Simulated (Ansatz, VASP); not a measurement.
## One calculation of ZnCd, two programs

```xyz
2
Lattice="3.2989 0.0000 0.0000 0.0000 3.2989 0.0000 0.0000 0.0000 3.2989" Properties=species:S:1:pos:R:3 pbc="T T T"
Zn    1.6495    1.6495    1.6495
Cd    0.0000    0.0000    0.0000
```

Alike in both runs: functional PBEsol; k mesh 12 × 12 × 12; occupations fermi-dirac, width 0.15 eV; no spin polarisation.

Ansatz relaxed the structure, and its values are those at the end. VASP's run is a single point on that final structure, the one shown.

```csv
,VASP,Ansatz
version,VASP 6.6.1,Ansatz 0.2.0
potentials or method,"VASP PAW PBE potentials, release 64 (Zn, Cd)","scalar-relativistic, plane waves, PAW"
plane-wave cutoff (eV),520,420
valence electrons in the cell,24,32
```

```csv
,VASP,Ansatz,Ansatz less VASP
gap on the k mesh at the Fermi level (eV),none,none,-
pressure (GPa),0.3,0.0,-0.35
```

A gap of «none» marks a metal or a gap that the smearing closes. The two sets of potentials don't hold the same shells in valence.

Caveats: the PAW data sets were made with another functional, which shifts forces and pressure a little (VASP).
